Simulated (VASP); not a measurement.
# GaBiSe4 (P2/m) in VASP: relaxation of cell and atoms with PBE

Aim: the relaxation of cell and atoms of GaBiSe4 with PBE.

Program: VASP 6.6.1. These are calculated values, not measurements. Logs are shortened: lines on timing, memory, paths and dates and some standing lists are left out, and cuts for length are marked.

## Step 1: The crystal as given

The structure is monoclinic, space group P2/m (No. 10). Conventional cell: a = 5.706 Å, b = 3.986 Å, c = 7.063 Å, α = 90.00°, β = 100.31°, γ = 90.00°. Ga (site symmetry 2/m) has 2 Se at 2.46 Å as nearest neighbours. Around Bi (site symmetry 2/m) lie 6 Se at 2.92 to 3.07 Å. Se (site symmetry m) is surrounded by 1 Ga at 2.46 Å. Se (site symmetry m) is surrounded by 1 Se at 2.32 Å.

The cell was built by a generator and needn't be a form met in nature.

## Step 2: Relaxation of cell and atoms, PBE

INCAR

```
SYSTEM = GaBiSe4
ALGO = Normal
EDIFF = 1E-6
EDIFFG = -0.01
ENCUT = 520
GGA = PE
IBRION = 2
ISIF = 3
ISMEAR = 0
KPAR = 4
LASPH = .TRUE.
LCHARG = .FALSE.
LREAL = .FALSE.
LWAVE = .FALSE.
NELM = 120
NSW = 90
PREC = Accurate
SIGMA = 0.1
```

KPOINTS

```
k-points
0
G
  6 8 4
  0 0 0
```

POSCAR

```
GaBiSe4
1.0
    5.7059274400      0.0000000000      0.0000000000
    0.0000000000      3.9860000000      0.0000000000
   -1.2639761100      0.0000000000      6.9485047600
Ga Bi Se
1 1 4
Direct
    0.0000000000      0.0000000000      0.0000000000
    0.5000000000      0.5000000000      0.5000000000
    0.1402916200      0.0000000000      0.3501396200
    0.8597083800      0.0000000000      0.6498603800
    0.3256477100      0.5000000000      0.8865654700
    0.6743522900      0.5000000000      0.1134345300
```

Potentials or basis: VASP PAW PBE potentials, release 64 (Ga_d, Bi_d, Se).

Run with:

```
> cat potpaw_PBE.64/Ga_d/POTCAR potpaw_PBE.64/Bi_d/POTCAR potpaw_PBE.64/Se/POTCAR > POTCAR
> mpirun -np 4 vasp_std > vasp.out
```

OUTCAR:

```text
SYSTEM = GaBiSe4
   EDIFF = 1E-6
   EDIFFG = -0.01
   ENCUT = 520
   GGA = PE
   IBRION = 2
   ISIF = 3
   ISMEAR = 0
   LASPH = .TRUE.
   LREAL = .FALSE.
   NELM = 120
   NSW = 90
   PREC = Accurate

 ion  position               nearest neighbor table
   1  0.000  0.000  0.000-   3 2.46   4 2.46
   2  0.500  0.500  0.500-   3 2.92   4 2.92   3 2.92   4 2.92   5 3.07   6 3.07
   3  0.140  0.000  0.350-   1 2.46   2 2.92   2 2.92
   4  0.860  0.000  0.650-   1 2.46   2 2.92   2 2.92
   5  0.326  0.500  0.887-   6 2.32   2 3.07
   6  0.674  0.500  0.113-   5 2.32   2 3.07

  LATTYP: Found a simple monoclinic cell.
 ALAT       =     5.7059274400
 B/A-ratio  =     0.6985717996
 C/A-ratio  =     1.2377535070
 COS(beta)  =    -0.1789692654

  Lattice vectors:

 A1 = (   5.7059274400,   0.0000000000,   0.0000000000)
 A2 = (   0.0000000000,   3.9860000000,   0.0000000000)
 A3 = (  -1.2639761100,   0.0000000000,   6.9485047600)

Analysis of symmetry for initial positions (statically):
=====================================================================
 Subroutine PRICEL returns:
 Original cell was already a primitive cell.

 Routine SETGRP: Setting up the symmetry group for a
 simple monoclinic supercell.

 Subroutine GETGRP returns: Found  4 space group operations
 (whereof  4 operations were pure point group operations)
 out of a pool of  4 trial point group operations.

The static configuration has the point symmetry C_2h.

Analysis of symmetry for dynamics (positions and initial velocities):
=====================================================================
 Subroutine PRICEL returns:
 Original cell was already a primitive cell.

 Routine SETGRP: Setting up the symmetry group for a
 simple monoclinic supercell.

 Subroutine GETGRP returns: Found  4 space group operations
 (whereof  4 operations were pure point group operations)
 out of a pool of  4 trial point group operations.

The dynamic configuration has the point symmetry C_2h.

 Subroutine INISYM returns: Found  4 space group operations
 (whereof  4 operations are pure point group operations),
 and found     1 'primitive' translations

----------------------------------------------------------------------------------------

                                     Primitive cell

  volume of cell :     158.0356

  direct lattice vectors                    reciprocal lattice vectors
     5.705927440  0.000000000  0.000000000     0.175256347  0.000000000  0.031880216
     0.000000000  3.986000000  0.000000000     0.000000000  0.250878073  0.000000000
    -1.263976110  0.000000000  6.948504760     0.000000000  0.000000000  0.143915854

  length of vectors
     5.705927440  3.986000000  7.062531699     0.178132354  0.250878073  0.143915854

  position of ions in fractional coordinates (direct lattice)
     0.000000000  0.000000000  0.000000000
     0.500000000  0.500000000  0.500000000
     0.140291620  0.000000000  0.350139620
     0.859708380  0.000000000  0.649860380
     0.325647710  0.500000000  0.886565470
     0.674352290  0.500000000  0.113434530

  ion indices of the primitive-cell ions
   primitive index   ion index
                 1           1
                 2           2
                 3           3
                 4           4
                 5           5
                 6           6

----------------------------------------------------------------------------------------

 KPOINTS: k-points

Automatic generation of k-mesh.
 Grid dimensions read from file:
 generate k-points for:    6    8    4

 Generating k-lattice:

  Cartesian coordinates                     Fractional coordinates (reciprocal lattice)
     0.029209391  0.000000000  0.005313369     0.166666667  0.000000000  0.000000000
     0.000000000  0.031359759  0.000000000     0.000000000  0.125000000  0.000000000
     0.000000000  0.000000000  0.035978964     0.000000000  0.000000000  0.250000000

  Length of vectors
     0.029688726  0.031359759  0.035978964

  Shift w.r.t. Gamma in fractional coordinates (k-lattice)
     0.000000000  0.000000000  0.000000000

 Subroutine IBZKPT returns following result:
 ===========================================

 Found     70 irreducible k-points:

 Following reciprocal coordinates:
            Coordinates               Weight
  0.000000  0.000000  0.000000      1.000000
  0.166667  0.000000  0.000000      2.000000
  0.333333  0.000000  0.000000      2.000000
  0.500000  0.000000  0.000000      1.000000
  0.000000  0.125000  0.000000      2.000000
  0.166667  0.125000  0.000000      4.000000
[... 16 lines left out ...]
  0.333333  0.000000  0.250000      2.000000
  0.500000  0.000000  0.250000      2.000000
 [... further k-points ...]
   k-points           NKPTS =     70   k-points in BZ     NKDIM =     70   number of bands    NBANDS=     31
   number of dos      NEDOS =    301   number of ions     NIONS =      6
   total plane-waves  NPLWV =  68040
   dimension x,y,z NGX =    42 NGY =   30 NGZ =   54
   dimension x,y,z NGXF=    84 NGYF=   60 NGZF=  108
   ions per type =               1   1   4
   NGX,Y,Z   is equivalent  to a cutoff of  12.24, 12.51, 12.71 a.u.
   NGXF,Y,Z  is equivalent  to a cutoff of  24.47, 25.02, 25.42 a.u.
 SYSTEM =  GaBiSe4
   PREC   = accura    normal or accurate (medium, high low for compatibility)
   ISTART =      0    job   : 0-new  1-cont  2-samecut
   ICHARG =      2    charge: 1-file 2-atom 10-const
   ISPIN  =      1    spin polarized calculation?
   LNONCOLLINEAR =      F non collinear calculations
   LSORBIT =      F    spin-orbit coupling
   LASPH  =      T    aspherical Exc in radial PAW
   ENCUT  =  520.0 eV  38.22 Ry    6.18 a.u.  10.61  7.41 13.13*2*pi/ulx,y,z
   NELM   =    120;   NELMIN=  2; NELMDL= -5     # of ELM steps
   EDIFF  = 0.1E-05   stopping-criterion for ELM
   LREAL  =      F    real-space projection
   EDIFFG = -.1E-01   stopping-criterion for IOM
   NSW    =     90    number of steps for IOM
   IBRION =      2    ionic relax: 0-MD 1-quasi-New 2-CG
   NFREE  =      1    steps in history (QN), initial steepest desc. (CG)
   ISIF   =      3    stress and relaxation
   ISYM   =      2    0-nonsym 1-usesym 2-fastsym
   POTIM  = 0.5000    time-step for ionic-motion
   TEBEG  =    0.0;   TEEND  =   0.0 temperature during run
   PSTRESS=    0.0 pullay stress
   NELECT =      52.0000    total number of electrons
   NUPDOWN=      -1.0000    fix difference up-down
   EMIN   =  10.00;   EMAX   =-10.00  energy-range for DOS
   EFERMI =   0.00;   METHOD = LEGACY
   ISMEAR =     0;   SIGMA  =   0.10  broadening in eV -4-tet -1-fermi 0-gaus
   EFERMI_NEDOS =   21; number of points for ismear=-14 and -15
   IALGO  =     38    algorithm
   IMIX   =      4    mixing-type and parameters
     AMIX     =   0.40;   BMIX     =  1.00
     AMIX_MAG =   1.60;   BMIX_MAG =  1.00
  volume/ion in A,a.u.               =      26.34       177.75
  Fermi-wavevector in a.u.,A,eV,Ry     =   1.130206  2.135780 17.379617  1.277366
  Thomas-Fermi vector in A             =   2.266902
   LORBIT       =      0    0 simple, 1 ext, 2 COOP (PROOUT), +10 PAW based schemes
   GGA     = PE    functional components
   LHFCALC =     F    Hartree Fock is set to
   AEXX    =    0.0000 exact exchange contribution
   IVDW    =     0    specifies the selected vdW correction
   LEPSILON=     F    determine dielectric tensor
   LRPA    =     F    only Hartree local field effects (RPA)
 conjugate gradient relaxation of ions
 non-spin polarized calculation
 Gauss-broadening in eV      SIGMA  =   0.10
  energy-cutoff  :      520.00
  volume of cell :      158.04
 maximum number of plane-waves:      4292
   NGX = 21   NGY = 15   NGZ = 27

--------------------------------------- Ionic step        1  -------------------------------------------

 number of electron      52.0000010 magnetization

 Free energy of the ion-electron system (eV)
  ---------------------------------------------------
  ext. energy  EPLUGINS =         0.00000000
  ---------------------------------------------------
  free energy    TOTEN  =       -22.09611292 eV

  energy without entropy =      -22.09320647  energy(sigma->0) =      -22.09465970

------------------------ aborting loop because EDIFF is reached ----------------------------------------

  FORCE on cell =-STRESS in cart. coord.  units (eV):
  Direction    XX          YY          ZZ          XY          YZ          ZX
  --------------------------------------------------------------------------------------
  -------------------------------------------------------------------------------------
  Total        1.3150787      2.4364574      1.7131003      0.0000000      0.0000000      0.9130575
  in kB       13.3323724     24.7009981     17.3675470      0.0000000      0.0000000      9.2566494
  external PRESSURE =      18.4669725 kB  Pullay stress =       0.0000000 kB
[... 101 lines left out ...]
  FREE ENERGIE OF THE ION-ELECTRON SYSTEM (eV)
  ---------------------------------------------------
  free  energy   TOTEN  =       -22.1603455814 eV

  energy  without entropy=      -22.1580414060  energy(sigma->0) =      -22.15919349

[... ionic steps 4 to 11 ...]

--------------------------------------- Ionic step       12  -------------------------------------------

 number of electron      51.9999976 magnetization

------------------------ aborting loop because EDIFF is reached ----------------------------------------

  FORCE on cell =-STRESS in cart. coord.  units (eV):
  Direction    XX          YY          ZZ          XY          YZ          ZX
  --------------------------------------------------------------------------------------
  -------------------------------------------------------------------------------------
  Total        0.0355811     -0.0272849      0.0274418      0.0000000      0.0000000     -0.0263418
  in kB        0.3512015     -0.2693139      0.2708627      0.0000000      0.0000000     -0.2600050
  external PRESSURE =       0.1175834 kB  Pullay stress =       0.0000000 kB
[... 65 lines left out ...]
  energy  without entropy=      -22.2645268419  energy(sigma->0) =      -22.26521476

--------------------------------------- Ionic step       14  -------------------------------------------

 number of electron      51.9999976 magnetization

 Free energy of the ion-electron system (eV)
  ---------------------------------------------------
  ext. energy  EPLUGINS =         0.00000000
  ---------------------------------------------------
  free energy    TOTEN  =       -22.26596524 eV

  energy without entropy =      -22.26458758  energy(sigma->0) =      -22.26527641

 E-fermi :   3.7389     XC(G=0):  -9.2660

 val. band max:        3.6584211269   @ k =   0.3333   0.2500   0.0000
 cond. band min:       3.9650109632   @ k =   0.3333   0.0000   0.0000
 fundamental gap:      0.3065898363
 Fermi energy:         3.7388503463

 k-point     1 :       0.0000    0.0000    0.0000
  band No.  band energies     occupation
      1     -19.5393      2.00000
      2     -19.5190      2.00000
      3     -19.5155      2.00000
      4     -19.4795      2.00000
      5     -19.4686      2.00000
      6     -11.3678      2.00000
[... 805 lines left out ...]
     30       6.4479      0.00000
     31       6.4815      0.00000

 [... further k-points ...]

------------------------ aborting loop because EDIFF is reached ----------------------------------------

  FORCE on cell =-STRESS in cart. coord.  units (eV):
  Direction    XX          YY          ZZ          XY          YZ          ZX
  --------------------------------------------------------------------------------------
  -------------------------------------------------------------------------------------
  Total       -0.0133705     -0.0197748     -0.0274775      0.0000000      0.0000000     -0.0160457
  in kB       -0.1318914     -0.1950654     -0.2710475      0.0000000      0.0000000     -0.1582800
  external PRESSURE =      -0.1993347 kB  Pullay stress =       0.0000000 kB
[... 21 lines left out ...]
  FREE ENERGIE OF THE ION-ELECTRON SYSTEM (eV)
  ---------------------------------------------------
  free  energy   TOTEN  =       -22.2659652367 eV

  energy  without entropy=      -22.2645875755  energy(sigma->0) =      -22.26527641

 reached required accuracy - stopping structural energy minimisation
```

It took 9.9 min on 4 MPI ranks of Intel Xeon Platinum 8488C (Sapphire Rapids), shared host; peak memory 0.49 GiB.

Results:

```yaml
Free_energy: -22.2660 eV
Relaxed_volume: 27.07 Å³/atom
Relaxed_cell: a = 5.471 Å, b = 4.188 Å, c = 7.175 Å, α = 90.00°, β = 98.85°, γ = 90.00°
Space_group_after_relaxing_to_0.05_Å: P2/m (No. 10)
Energy_gained_by_relaxing: 28.3 meV/atom
Ionic_steps: 14
Pressure_after_relaxing: 0.0 GPa
Largest_force_after_relaxing: 0.007 eV/Å
Band_gap_on_the_k_mesh: none (metal or under the smearing width)
```

Forces in eV/Å, atoms in the order of the input:
```
Ga   0.000  0.000  0.000
Bi   0.000  0.000  0.000
Se   0.003  0.000 -0.003
Se  -0.003  0.000  0.003
Se   0.004  0.000 -0.006
Se  -0.004  0.000  0.006
```

The path:
```csv
step,energy change (eV),largest force (eV/Å),pressure (GPa),volume (Å³)
1,0.0000,0.7738,1.85,158.04
2,-0.0576,0.3801,-1.18,165.07
3,-0.0642,0.4014,-0.47,163.25
4,-0.1055,0.2897,-0.36,163.42
5,-0.1343,0.3030,-0.02,163.64
6,-0.1566,0.1697,-0.18,163.61
7,-0.1651,0.0693,-0.32,163.53
8,-0.1681,0.0332,0.33,161.49
9,-0.1683,0.0402,0.18,161.94
10,-0.1692,0.0696,-0.05,162.30
11,-0.1693,0.0522,0.00,162.20
12,-0.1698,0.0146,0.01,162.32
13,-0.1698,0.0204,0.01,162.35
14,-0.1699,0.0071,-0.02,162.42
```

Final structure:
```cif
data_structure
_symmetry_space_group_name_H-M 'P 1'
_symmetry_Int_Tables_number 1
_cell_length_a 5.4713
_cell_length_b 4.1875
_cell_length_c 7.1746
_cell_angle_alpha 90.000
_cell_angle_beta 98.850
_cell_angle_gamma 90.000
_cell_volume 162.42
loop_
_atom_site_label
_atom_site_type_symbol
_atom_site_fract_x
_atom_site_fract_y
_atom_site_fract_z
_atom_site_occupancy
Ga1 Ga 0.00000 0.00000 0.00000 1
Bi1 Bi 0.50000 0.50000 0.50000 1
Se1 Se 0.15380 0.00000 0.33537 1
Se2 Se 0.84620 0.00000 0.66463 1
Se3 Se 0.31060 0.50000 0.89153 1
Se4 Se 0.68940 0.50000 0.10847 1
```

Caveat: spin-orbit coupling is left out, which moves the levels of the heavy elements.
